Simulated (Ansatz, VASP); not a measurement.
# C (Diamond): VASP beside Ansatz

Aim: how closely do two programs agree when they are given the same cell, functional and k mesh? The cell is taken from a series of runs on this material, whose earlier steps may have relaxed or scaled it; both programs get it as it stands.

Calculated with Ansatz 0.2.0; plane waves, with VASP 6.6.1 beside it; single point at LDA.

## Step 1: The structure

The structure is cubic, space group Fd-3m (No. 227). The conventional cell has a = 3.567 Å, b = 3.567 Å, c = 3.567 Å, α = 90.00°, β = 90.00°, γ = 90.00°. C has 4 C at 1.54 Å nearest.

## Step 2: VASP: single point, LDA

With cell and atoms fixed, the geometry can't cause a difference; cores, projectors, grids and the points listed under the comparison can.

Lines of VASP's logs that name or quote its potential files are left out, and so is its time.

INCAR

```
SYSTEM = C
PREC = Accurate
ENCUT = 520
EDIFF = 1E-06
NELM = 100
ISMEAR = 0
SIGMA = 0.01
LREAL = .FALSE.
ALGO = Normal
GGA = PW92
NBANDS = 10
LORBIT = 11
LWAVE = .FALSE.
LCHARG = .FALSE.
KPAR = 2
ISIF = 2
```

POSCAR

```
C
1.0
    0.0000000000      1.7833700000      1.7833700000
    1.7833700000      0.0000000000      1.7833700000
    1.7833700000      1.7833700000      0.0000000000
C
2
Direct
    0.7500000000      0.7500000000      0.7500000000
    0.5000000000      0.5000000000      0.5000000000
```

KPOINTS

```
Automatic mesh
0
Gamma
9 9 9
0 0 0
```

The projector-augmented-wave data sets are C (LDA family, release 64).

Command:

```sh
$ mpirun -np 2 vasp_std
```

Numbers of over 12 decimals in the logs are rounded to 6 here.

The program printed:

```text
[banner, memory and clock lines left out]
running    2 mpi-ranks, on    1 nodes
 distrk:  each k-point on    1 cores,    2 groups
 distr:  one band on    1 cores,    1 groups

 POSCAR found type information on POSCAR C
 POSCAR found :  1 types and       2 ions
|                                                                             |
|               ----> ADVICE to this user running VASP <----                  |
|                                                                             |
|     You enforced a specific xc type in the INCAR file but a different       |
|     [... a line on the potential file left out ...]
|     I HOPE YOU KNOW WHAT YOU ARE DOING!                                     |
|                                                                             |

 LDA part: xc-table for (Slater(with rela. corr.)+PW92), standard interpolation
 POSCAR, INCAR and KPOINTS ok, starting setup
 FFT: planning ... GRIDC
 FFT: planning ... GRID_SOFT
 FFT: planning ... GRID
 WAVECAR not read
 entering main loop
       N       E                     dE             d eps       ncg     rms          rms(c)
DAV:   1    -0.344193673067E+01   -0.34419E+01   -0.48743E+03   748   0.765E+02
DAV:   2    -0.207739658113E+02   -0.17332E+02   -0.16844E+02   954   0.125E+02
DAV:   3    -0.210633991085E+02   -0.28943E+00   -0.28900E+00   814   0.127E+01
DAV:   4    -0.210639765679E+02   -0.57746E-03   -0.57742E-03   764   0.697E-01
DAV:   5    -0.210639774147E+02   -0.84686E-06   -0.84682E-06   812   0.256E-02    0.570E+00
DAV:   6    -0.204683897703E+02    0.59559E+00   -0.34052E-01   722   0.429E+00    0.331E+00
DAV:   7    -0.202602768440E+02    0.20811E+00   -0.40164E-01   758   0.467E+00    0.717E-01
DAV:   8    -0.202600399271E+02    0.23692E-03   -0.84601E-03   740   0.820E-01    0.255E-02
DAV:   9    -0.202600296651E+02    0.10262E-04   -0.30949E-05   782   0.470E-02    0.192E-02
DAV:  10    -0.202600311966E+02   -0.15315E-05   -0.17511E-06   730   0.118E-02    0.446E-03
DAV:  11    -0.202600311357E+02    0.60897E-07   -0.59465E-08   402   0.203E-03
   1 F= -.20260031E+02 E0= -.20260031E+02  d E =0.000000E+00
```

Parts of OUTCAR (step 2):

```text
ion  position               nearest neighbor table
   1  0.750  0.750  0.750-   2 1.54   2 1.54   2 1.54   2 1.54
   2  0.500  0.500  0.500-   1 1.54   1 1.54   1 1.54   1 1.54

  LATTYP: Found a face centered cubic cell.
 ALAT       =     3.5667400000

 Subroutine GETGRP returns: Found 48 space group operations
 (whereof 24 operations were pure point group operations)

The static configuration has the point symmetry T_d .
 The point group associated with its full space group is O_h .

 Found     35 irreducible k-points:

   k-points           NKPTS =     35   k-points in BZ     NKDIM =     35   number of bands    NBANDS=     10

   dimension x,y,z NGX =    20 NGY =   20 NGZ =   20
   dimension x,y,z NGXF=    40 NGYF=   40 NGZF=   40

   ENCUT  =  520.0 eV  38.22 Ry    6.18 a.u.   4.69  4.69  4.69*2*pi/ulx,y,z

   NELECT =       8.0000    total number of electrons

 k-points in reciprocal lattice and weights: Automatic mesh
   0.00000000  0.00000000  0.00000000       0.001
   0.11111111  0.00000000  0.00000000       0.011
   0.22222222  0.00000000  0.00000000       0.011
   0.33333333  0.00000000  0.00000000       0.011
   0.44444444  0.00000000  0.00000000       0.011
   0.11111111  0.11111111  0.00000000       0.008
   0.22222222  0.11111111  0.00000000       0.033
   0.33333333  0.11111111  0.00000000       0.033
   0.44444444  0.11111111  0.00000000       0.033
[...]
-0.33333333  0.44444444  0.11111111       0.033
  -0.33333333  0.44444444  0.22222222       0.033

 average (electrostatic) potential at core
       1 -49.5154       2 -49.5154

 E-fermi :   9.9183

 k-point     1 :       0.0000    0.0000    0.0000
  band No.  band energies     occupation
      1     -11.5983      2.00000
      2       9.7158      2.00000
      3       9.7158      2.00000
      4       9.7158      2.00000
      5      15.2611      0.00000
      6      15.2611      0.00000
      7      15.2611      0.00000
      8      23.2742      0.00000
      9      28.7285      0.00000
    ...

 k-point     2 :       0.1111    0.0000    0.0000
  band No.  band energies     occupation
      1     -11.2569      2.00000
      2       7.7428      2.00000
      3       9.1819      2.00000
      4       9.1819      2.00000
      5      15.9613      0.00000
      6      15.9613      0.00000
      7      16.3672      0.00000
      8      23.5074      0.00000
      9      29.2450      0.00000
    ...

 k-point     3 :       0.2222    0.0000    0.0000
  band No.  band energies     occupation
      1     -10.2404      2.00000
      2       4.1289      2.00000
      3       8.2053      2.00000
      4       8.2053      2.00000
      5      17.1932      0.00000
      6      17.1932      0.00000
      7      17.6812      0.00000
      8      24.1269      0.00000
      9      30.0141      0.00000
    ...

  Total       -0.8755385     -0.8755385     -0.8755385      0.0000000      0.0000000      0.0000000
  in kB     -123.6606369   -123.6606369   -123.6606369      0.0000000      0.0000000      0.0000000
  external PRESSURE =    -123.6606369 kB  Pullay stress =       0.0000000 kB

  energy-cutoff  :      520.00
  volume of cell :       11.34
      direct lattice vectors                 reciprocal lattice vectors
     0.000000000  1.783370000  1.783370000    -0.280368067  0.280368067  0.280368067
     1.783370000  0.000000000  1.783370000     0.280368067 -0.280368067  0.280368067
     1.783370000  1.783370000  0.000000000     0.280368067  0.280368067 -0.280368067

 POSITION                                       TOTAL-FORCE (eV/Angst)
 -----------------------------------------------------------------------------------
      2.67505      2.67505      2.67505        -0.000000     -0.000000     -0.000000
      1.78337      1.78337      1.78337         0.000000      0.000000      0.000000
 -----------------------------------------------------------------------------------
    total drift:                                0.000000     -0.000000      0.000000

  FREE ENERGIE OF THE ION-ELECTRON SYSTEM (eV)
  ---------------------------------------------------
  free  energy   TOTEN  =       -20.2600311357 eV

  energy  without entropy=      -20.2600311357  energy(sigma->0) =      -20.26003114

 total charge
# of ion       s       p       d       tot
------------------------------------------
    1        0.819   1.753   0.000   2.572
    2        0.819   1.753   0.000   2.572
--------------------------------------------------
tot          1.638   3.507   0.000   5.144

[... 3 further parts left out ...]
```

The run ends at a pressure of -12.37 GPa.

## Step 3: Ansatz: single point, LDA

Ansatz runs on its default PAW (the set named soft_2) files.

The same cell, functional (in two slightly different forms), mesh and smearing now go to Ansatz, which takes its cutoff from its data sets.

input.yaml

```yaml
crystal:
  lattice:
    - [0.0, 1.78337, 1.78337]
    - [1.78337, 0.0, 1.78337]
    - [1.78337, 1.78337, 0.0]
  atoms:
    - { symbol: C, position: [0.75, 0.75, 0.75] }
    - { symbol: C, position: [0.5, 0.5, 0.5] }
hamiltonian:
  xc: lda
  pseudopotentials: { kind: paw }
kpoints:
  mp_grid: { grid: [9, 9, 9] }
scf:
  occupations: { method: gaussian, width: 0.01 }
  n_extra_bands: 4
output:
  forces: true
  stress: true
  eigenvalues: true
```

Command:

```sh
$ ansatz run input.yaml --threads 2 --pin off --max-ram 4608MiB --backend cpu --events-out ev --progress --plain --runs-dir out
```

The program printed:

```text
scf.n_extra_bands = 4 over 4 filled bands (N_el = 8.0): the run solves 8 bands
Engine: ansatz 0.2.0, aarch64-unknown-linux-gnu
Pseudopotentials: kind: paw
Pseudopotential: C, paw, valence charge 4, recommended cutoff 420 eV (normal), C.paw.azcp
Functional definition: SPW92
  exchange = slater_x
  correlation = pw_c
Crystal: 2 atoms, lattice volume = 11.344 Å³
Basis set: ecut = 420 eV, 229 PW (Γ)
Bands: 8, of which v1, the nominal top of the filled ones, is band 4 counted from 1 (3 counted from 0)
Symmetry: 48 space group operations
Space group: Fd-3m (ITA 227), of the structure as read, at distance tolerance 2.2e-5 Å
k-points: 35 of 729
Non-local potential: C, projectors of the file, l = 0: 2, l = 1: 2, l = 2: 1
PAW form: soft (Blöchl's): semilocal exchange-correlation on the pseudo side does not see the compensation charge
PAW frozen core: C, regenerated for the run's functional, and the local potential with it (the file was generated under x = pbe(κ = 0.804, μ = 0.219515), c = pbe(β = 0.066725))
PAW one-centre angular grid: C, 110 points (default); XC on 64 Gauss nodes
Initial density: superposition of atomic densities (neutral atoms: chi_scale 0, normalization atom), corrected by the library's trained network
Initial wavefunctions: pseudopotential atomic-orbital guess
Functional: x = slater, c = lda
SCF iter   1: F=—  HF=-485.971793 eV  |F-HF|=—  |Δ(HF+E_count)|=         —  Δρ=7.13e-3  dr2=1.99e-3  ethr=1.77e-3  ⟨swp⟩=5.1  Hψ=1818  notcnv=0
preconditioner: auto → none  [insulator: Δε(μ)=4.122 eV  Ē_g=19.480 eV  σ=0.010 eV  W_gap=1.00  n_scr=0 (ndim 8)  ℏωp=31.2 eV  f_vac=0.000  D(μ)=0.00/eV (n_scr^D=0)  ε∞_Penn≈3.6]
SCF iter   2: F=—  HF=-485.971317 eV  |F-HF|=—  |Δ(HF+E_count)|=   4.76e-4  Δρ=3.35e-3  dr2=4.42e-4  ethr=2.49e-5  ⟨swp⟩=1.4  Hψ=578  notcnv=0
SCF iter   3: F=—  HF=-485.971196 eV  |F-HF|=—  |Δ(HF+E_count)|=   1.20e-4  Δρ=1.00e-4  dr2=1.03e-6  ethr=5.52e-6  ⟨swp⟩=2.0  Hψ=414  notcnv=0
SCF iter   4: F=—  HF=-485.971197 eV  |F-HF|=—  |Δ(HF+E_count)|=   2.23e-7  Δρ=2.84e-5  dr2=5.74e-8  ethr=1.29e-8  ⟨swp⟩=2.6  Hψ=409  notcnv=0
iter 5 did not close the SCF: its close was put off for the readings that it lacked (scf_convergence_deferred on its scf_iter line)
SCF iter   5: F=-485.971197 eV  HF=-485.971197 eV  |F-HF|=8.67e-10  |Δ(HF+E_count)|=   1.30e-8  Δρ=3.92e-6  dr2=1.37e-9  ethr=7.18e-10  ⟨swp⟩=2.3  Hψ=411  notcnv=0
SCF iter   6: F=-485.971197 eV  HF=-485.971197 eV  |F-HF|=2.56e-12  |Δ(HF+E_count)|=  6.03e-10  Δρ=6.30e-7  dr2=1.15e-11  ethr=1.72e-11  ⟨swp⟩=1.1  Hψ=851  notcnv=0
SCF 1 converged in 6 iterations: F = -485.971197 eV  dr2 = 1.15e-11
  greatest PAW one-centre occupation: 0.636 electrons in one spin orbital (limit 2), on the C atom at site 1 (counted from 0), in its partial waves of l = 0
SCF converged after 6 iterations
Free energy (F): -485.971197 eV
Harris-Foulkes:  -485.971197 eV  (|F-HF|=2.56e-12)
Internal energy: -485.971197 eV  (E = F + TS)
E sigma→0 (E₀):  -485.971197 eV
Fermi energy:    15.125667 eV
--- Per-component energies (eV) ---
  E_band       = 33.224430
  E_kinetic    = 184.435316
  E_local      = -124.335429  (includes V_loc(G=0)·N_el)
  E_nonlocal   = 55.375401
  E_hartree    = 26.558913
  E_xc         = -96.666098
  E_vxc        = -120.324516  (∫ρ·V_xc dr)
  E_paw        = -183.503623  (= ΣΔE_a)
  E_vpaw       = -15.044176  (= ΣTr[D̂ρ^β])
  E_aug_tail   = 0.000021  (compensation charges beyond the density's cutoff)
  E_ewald      = -347.961363
  E_core_change = 0.125665  (= ΣΔE_core)
  E_smearing   = -0.000000  (= −TS)
  E_closure    = 0.000000  (closes the sum)
  Σ components = -485.971197   (vs F -485.971197, Δ=0.00e0)
--- Forces (eV/Å), atoms counted from 1 ---
  atom   1  C      0.00000000     0.00000000    -0.00000000
  atom   2  C      0.00000000     0.00000000     0.00000000
  max |Σ_I F_I| component: 1.11e-16 eV/Å
--- Stress (GPa, compression-positive) ---
      -13.090103       0.000000       0.000000
        0.000000     -13.090103      -0.000000
       -0.000000      -0.000000     -13.090103
  P = ⅓ Tr σ = -13.0901 GPa (-130.901 kbar)
--- Band table (eV; the first three rows and the last of 35) ---
  k-point 0: bands = ["-8.2652", "13.0622", "13.0622", "13.0622", "18.6016", "18.6016", "18.6016", "26.5598"]
  k-point 1: bands = ["-7.9240", "11.0846", "12.5267", "12.5267", "19.3019", "19.3019", "19.7081", "26.7960"]
  k-point 2: bands = ["-6.9078", "7.4680", "11.5456", "11.5456", "20.5357", "20.5357", "21.0156", "27.4267"]
  k-point 34: bands = ["0.0055", "2.2097", "4.3936", "5.6965", "22.8786", "22.9410", "25.0693", "26.9801"]
```

The run ends at a pressure of -13.09 GPa.

## Step 4: Comparison

Known differences besides the PAW data sets themselves: the cutoff is 420 eV in Ansatz and 520 eV in VASP; Ansatz makes its cores anew for this functional, VASP keeps those of its LDA data sets. Total energies have different zeros and are not compared.

Compared:

| quantity | Ansatz | VASP | difference |
| --- | --- | --- | --- |
| pressure (GPa) | -13.09 | -12.37 | -0.72 |
| gap on the k mesh (eV) | 4.127 | 4.128 | -0.002 |

Ansatz's pressure holds a Pulay correction of 1.31 GPa; VASP's holds none.

## Step 5: What moves the difference

How far does this hang on the set-up? Further runs change one program's set-up at a time, as the table lists.

| run | difference in gap on the k mesh (eV) |
| --- | --- |
| as above | -0.0015 |
| VASP with the data sets C_h, a cutoff of 1190 eV and GGA = CA, the Perdew-Zunger form of LDA | 0.0023 |

## Step 6: Outcome

```yaml
difference_in_gap_on_the_k_mesh_single_point_lda: -0.0015 eV
difference_in_pressure_single_point_lda: -0.72 GPa
```

The difference in pressure is -0.72 GPa (single point, LDA), within the 1 GPa picked in this series as the mark of a large difference. For single point, LDA: VASP with the data sets C_h, a cutoff of 1190 eV and GGA = CA, the Perdew-Zunger form of LDA turns the difference in gap on the k mesh from -0.0015 to 0.0023 eV, so VASP's own sets bracket Ansatz's value. Differences of this kind measure data sets and numerical settings, not the functional's error against experiment.

[Lines on the potential files, build, host, timing and source positions are cut from VASP's logs without a mark.]

[Logs are printed without paths, hosts, clocks, repeated set-up lines and the standing remarks that a program may print on its own settings, such as how far it seeks lower states.]

[Hosts, paths, dates, database ids (printed as entryN), source tags and the programs' standing remarks are cut or masked in the printed files.]
